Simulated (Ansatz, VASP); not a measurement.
**SnSe (puckered SnSe 3 layers, AB): VASP beside Ansatz**

Aim: how closely do two programs agree when they are given the same cell, functional and k mesh? Of the first pair: The structure shown is the start of the Ansatz relaxation below; VASP solves that cell, so the two are compared at the walk's first step.

Program: Ansatz 0.2.0. Level of theory: plane waves, with VASP 6.6.1 beside it; single point at PBE with D3(BJ). Results are calculated unless marked as measured.

## 1. The starting structure

The cell holds 12 atoms: 6 Sn and 6 Se. Its edges and angles: a = 4.400 Å, b = 4.290 Å, c = 59.781 Å, α = 90.0°, β = 90.0°, γ = 90.0°. Vacuum lies along c.

## 2. Ansatz: relaxation, PBE with D3(BJ)

Ansatz runs on its default PAW (the set named soft_2) files.

The two programs are compared at the cell with which this relaxation starts, whose forces are those of its first step.

input.yaml reads:

```yaml
crystal:
  lattice:
    - [4.4, 0.0, 0.0]
    - [0.0, 4.29, 0.0]
    - [0.0, 0.0, 59.7808000023]
  atoms:
    - { symbol: Sn, position: [0.06, 0.0, 0.3797205792] }
    - { symbol: Se, position: [0.44, 0.5, 0.3813933571] }
    - { symbol: Se, position: [0.94, 0.0, 0.4247785242] }
    - { symbol: Sn, position: [0.56, 0.5, 0.4264513021] }
    - { symbol: Sn, position: [0.06, 0.5, 0.4766346385] }
    - { symbol: Se, position: [0.44, 0.0, 0.4783074164] }
    - { symbol: Se, position: [0.94, 0.5, 0.5216925836] }
    - { symbol: Sn, position: [0.56, 0.0, 0.5233653615] }
    - { symbol: Sn, position: [0.06, 0.0, 0.5735486979] }
    - { symbol: Se, position: [0.44, 0.5, 0.5752214758] }
    - { symbol: Se, position: [0.94, 0.0, 0.6186066429] }
    - { symbol: Sn, position: [0.56, 0.5, 0.6202794208] }
  periodic: [true, true, false]
kpoints:
  mp_grid: { grid: [8, 8, 1] }
hamiltonian:
  xc: pbe
  dispersion: d3bj
scf:
  occupations: { method: fermi_dirac, width: 0.05 }
  convergence: { dr2_threshold: 1.0e-09 }
relax:
  f_tol: 0.004
  max_steps: 90
  cell: {}
output:
  write_potential: true
  write_density: true
  volumetric_format: npy
```

Run with:

```console
$ ansatz run input.yaml --threads 4 --pin off --max-ram 12288MiB --backend cpu --events-out ev --progress --plain --runs-dir out
```

Numbers of over 12 decimals in the logs are rounded to 6 here.

Log:

```text
Warning: relax.cell: scf.convergence.dr2_threshold = 1e-9 eV is looser than the 2.01876302768e-10 eV advised for a relaxation that steers and ends on the stress (1e-10 eV for each atom of the cell: 12, times the square of relax.cell.stress_2d_tol = 0.05 N/m over 24.4 Å (the atoms' height at the walk's start and 5 Å past either face), 2.051e-2 GPa, over a crystal's default 0.05). What an SCF threshold leaves in a stress goes as its square root, and in the free energy as the threshold itself, and one threshold admits the most on a small cell: [figures from the program's tests cut] Set scf.convergence.dr2_threshold to 2.01876302768e-10 eV or tighter. [rest of the remark cut]
Engine: ansatz 0.2.0, aarch64-unknown-linux-gnu
Pseudopotentials: kind: paw
Pseudopotential: Sn, paw, valence charge 14, recommended cutoff 420 eV (normal), Sn.paw.azcp
Pseudopotential: Se, paw, valence charge 16, recommended cutoff 420 eV (normal), Se.paw.azcp
Functional definition: PBE
  parameter kappa = 0.804
  parameter beta = 0.066725
  exchange = pbe_x(kappa = kappa, mu = beta*pi^2/3)
  correlation = pbe_c(beta = beta)
Crystal: 12 atoms, lattice volume = 1128.422 Å³
Basis set: ecut = 420 eV, 22103 PW (Γ), exchange–correlation on 60×60×800 points (8 copies of the dense FFT grid, shifted against one another)
Bands: 108, of which v1, the nominal top of the filled ones, is band 90 counted from 1 (89 counted from 0)
Symmetry: 4 space group operations
Space group: Pmn21 (ITA 31), of the structure as read, at distance tolerance 1.0e-4 Å
k-points: 25 of 64 (time reversal used)
Non-local potential: Sn, projectors of the file, l = 0: 2, l = 1: 2, l = 2: 2, l = 3: 2
Non-local potential: Se, projectors of the file, l = 0: 2, l = 1: 2, l = 2: 3, l = 3: 1
PAW form: soft (Blöchl's): semilocal exchange-correlation on the pseudo side does not see the compensation charge
PAW one-centre angular grid: Sn, 590 points (default); XC on 64 Gauss nodes
PAW one-centre angular grid: Se, 590 points (default); XC on 64 Gauss nodes
Initial density: superposition of atomic densities (neutral atoms: chi_scale 0, normalization atom), corrected by the library's trained network
Initial wavefunctions: pseudopotential atomic-orbital guess
Functional: x = pbe(κ = 0.804, μ = 0.219515), c = pbe(β = 0.066725)
SCF iter   1: F=—  HF=-68968.049762 eV  |F-HF|=—  |Δ(HF+E_count)|=         —  Δρ=9.00e-4  dr2=6.15e-2  ethr=1.77e-3  ⟨swp⟩=11.3  Hψ=14086  notcnv=0  defer=51
preconditioner: auto → Resta (q_TF=auto, 2.009 Å⁻¹)  ε∞=1.5  [insulator: Δε(μ)=1.103 eV  Ē_g=16.625 eV  σ=0.050 eV  W_gap=1.00  n_scr=146 (ndim 8)  ℏωp=12.1 eV  f_vac=0.694  D(μ)=0.00/eV (n_scr^D=0)  ε∞_Penn≈1.5  vacuum switching on, ρ_ref=2.0e-2 e/Å³]
SCF iter   2: F=—  HF=-68968.066729 eV  |F-HF|=—  |Δ(HF+E_count)|=   1.70e-2  Δρ=1.14e-3  dr2=3.11e-1  ethr=3.42e-5  ⟨swp⟩=4.0  Hψ=5405  notcnv=0  defer=242
SCF iter   3: F=—  HF=-68968.037715 eV  |F-HF|=—  |Δ(HF+E_count)|=   2.90e-2  Δρ=3.76e-4  dr2=5.00e-3  ethr=3.42e-5  ⟨swp⟩=2.7  Hψ=3158  notcnv=0  defer=242
SCF iter   4: F=—  HF=-68968.038032 eV  |F-HF|=—  |Δ(HF+E_count)|=   3.16e-4  Δρ=1.57e-4  dr2=3.01e-4  ethr=2.78e-6  ⟨swp⟩=2.2  Hψ=4399  notcnv=0  defer=233
SCF iter   5: F=—  HF=-68968.038181 eV  |F-HF|=—  |Δ(HF+E_count)|=   1.49e-4  Δρ=5.17e-5  dr2=3.72e-5  ethr=1.67e-7  ⟨swp⟩=3.0  Hψ=4519  notcnv=0  defer=233
SCF iter   6: F=—  HF=-68968.038139 eV  |F-HF|=—  |Δ(HF+E_count)|=   4.18e-5  Δρ=1.98e-5  dr2=1.38e-5  ethr=2.07e-8  ⟨swp⟩=3.0  Hψ=4478  notcnv=0  defer=233
SCF iter   7: F=—  HF=-68968.037970 eV  |F-HF|=—  |Δ(HF+E_count)|=   1.69e-4  Δρ=9.05e-6  dr2=1.27e-6  ethr=7.68e-9  ⟨swp⟩=2.9  Hψ=3734  notcnv=0  defer=233
SCF iter   8: F=—  HF=-68968.037971 eV  |F-HF|=—  |Δ(HF+E_count)|=   6.59e-7  Δρ=3.36e-6  dr2=1.08e-7  ethr=7.06e-10  ⟨swp⟩=3.0  Hψ=4407  notcnv=0  defer=233
SCF iter   9: F=—  HF=-68968.037971 eV  |F-HF|=—  |Δ(HF+E_count)|=   1.17e-7  Δρ=9.63e-7  dr2=1.17e-8  ethr=6.00e-11  ⟨swp⟩=3.0  Hψ=4514  notcnv=0  defer=233
SCF iter  10: F=—  HF=-68968.037971 eV  |F-HF|=—  |Δ(HF+E_count)|=   2.02e-8  Δρ=2.80e-7  dr2=1.16e-9  ethr=6.51e-12  ⟨swp⟩=3.0  Hψ=4776  notcnv=0  defer=233
SCF iter  11: F=-68968.037971 eV  HF=-68968.037971 eV  |F-HF|=6.75e-9  |Δ(HF+E_count)|=  7.13e-10  Δρ=1.07e-7  dr2=3.43e-10  ethr=1.00e-12  ⟨swp⟩=10.7  Hψ=16926  notcnv=0
SCF 1 converged in 11 iterations: F = -68968.037971 eV  dr2 = 3.43e-10
[...]
SCF converged after 7 iterations
Free energy (F): -68968.524514 eV
Harris-Foulkes:  -68968.524514 eV  (|F-HF|=3.86e-9)
Internal energy: -68968.524477 eV  (E = F + TS)
E sigma→0 (E₀):  -68968.524495 eV
Entropy (-TS):   -0.000037 eV (-0.003 meV/atom)
Fermi energy:    -3.946011 eV
--- Per-component energies (eV) ---
  E_band       = -5210.707781
  E_kinetic    = 1823.671704
  E_local      = -1510774.365902  (includes V_loc(G=0)·N_el)
  E_nonlocal   = -3771.148100
  E_hartree    = 754734.645993
  E_xc         = -2925.124516
  E_vxc        = -1168.904569  (∫ρ·V_xc dr)
  E_paw        = -36268.108727  (= ΣΔE_a)
  E_vpaw       = -789.267776  (= ΣTr[D̂ρ^β])
  E_aug_tail   = -0.003438  (compensation charges beyond the density's cutoff)
  E_ewald      = 728215.767993
  E_disp       = -3.859484  (pairwise vdW)
  E_smearing   = -0.000037  (= −TS)
  E_closure    = 0.000000  (closes the sum)
  Σ components = -68968.524514   (vs F -68968.524514, Δ=0.00e0)
--- Forces (eV/Å), atoms counted from 1 ---
  atom   1  Sn    -0.00045846    -0.00000000    -0.00192091
  atom   2  Se     0.00083823     0.00000000     0.00196552
  atom   3  Se    -0.00039245     0.00000000     0.00083679
  atom   4  Sn    -0.00025268    -0.00000000    -0.00233338
  atom   5  Sn    -0.00001354    -0.00000000     0.00097955
  atom   6  Se     0.00027887     0.00000000     0.00099379
  atom   7  Se     0.00027887     0.00000000    -0.00099379
  atom   8  Sn    -0.00001354    -0.00000000    -0.00097955
  atom   9  Sn    -0.00025268    -0.00000000     0.00233338
  atom  10  Se    -0.00039245     0.00000000    -0.00083679
  atom  11  Se     0.00083823     0.00000000    -0.00196552
  atom  12  Sn    -0.00045846    -0.00000000     0.00192091
  max |Σ_I F_I| component: 6.55e-8 eV/Å
--- 2D stress c σ (N/m, compression-positive) ---
        0.000610      -0.000000      -0.000000
       -0.000000      -0.006024       0.000000
       -0.000000       0.000000       0.000000
  P = ½ c Tr σ = -0.0027 N/m
--- Band table (eV; the first three rows and the last of 25) ---
  k-point 0: bands = [... 86 lower, -6.0421, -4.9238, -4.8315, -4.8253, -3.5161, -2.3900, -1.3264, -1.2876, ... 14 higher]
  k-point 1: bands = [... 86 lower, -5.7541, -4.9412, -4.8969, -4.8641, -3.4669, -2.3469, -1.4248, -1.3302, ... 14 higher]
  k-point 2: bands = [... 86 lower, -5.1912, -5.1548, -4.9636, -4.9180, -3.1817, -2.5465, -2.3321, -2.1833, ... 14 higher]
  k-point 24: bands = [... 86 lower, -6.0435, -6.0435, -5.9834, -5.9834, -1.6393, -1.6393, -1.5468, -1.5468, ... 14 higher]
  the weakly bound empty levels are not read free of the cell's end (no_gap_told)
--- Relaxed structure (9 steps of the walk, 8 accepted, 1 SCFs on fresh bases) ---
  F+E_penalty+E_count = -68968.52451386 eV   max|allowed force component| = 2.333e-3 eV/Å   (the final SCF, on the basis selected at the relaxed cell)
  cell:  # Å, volume = 1090.6006 Å³
    - [4.311185, 3.3234611578207544e-18, 0]
    - [3.2403746288752353e-18, 4.231627, 0]
    - [0, 0, 59.7808000023]
  atoms:
    - { symbol: Sn, position: [0.020633, 0, 0.379442] }
    - { symbol: Se, position: [0.474250, 0.500000, 0.382488] }
    - { symbol: Se, position: [0.975331, 0, 0.424818] }
    - { symbol: Sn, position: [0.525835, 0.500000, 0.428119] }
    - { symbol: Sn, position: [0.029599, 0.500000, 0.475209] }
    - { symbol: Se, position: [0.474352, 0, 0.479164] }
    - { symbol: Se, position: [0.974352, 0.500000, 0.520836] }
    - { symbol: Sn, position: [0.529599, 0, 0.524791] }
    - { symbol: Sn, position: [0.025835, 0, 0.571881] }
    - { symbol: Se, position: [0.475331, 0.500000, 0.575182] }
    - { symbol: Se, position: [0.974250, 0, 0.617512] }
    - { symbol: Sn, position: [0.520633, 0.500000, 0.620558] }
```

(Continued in part 2 of 2.)

[Lines on the potential files, build, host, timing and source positions are cut from VASP's logs without a mark.]

[Logs are printed without paths, hosts, clocks, repeated set-up lines and the standing remarks that a program may print on its own settings, such as how far it seeks lower states.]

[Hosts, paths, dates, database ids (printed as entryN), source tags and the programs' standing remarks are cut or masked in the printed files.]
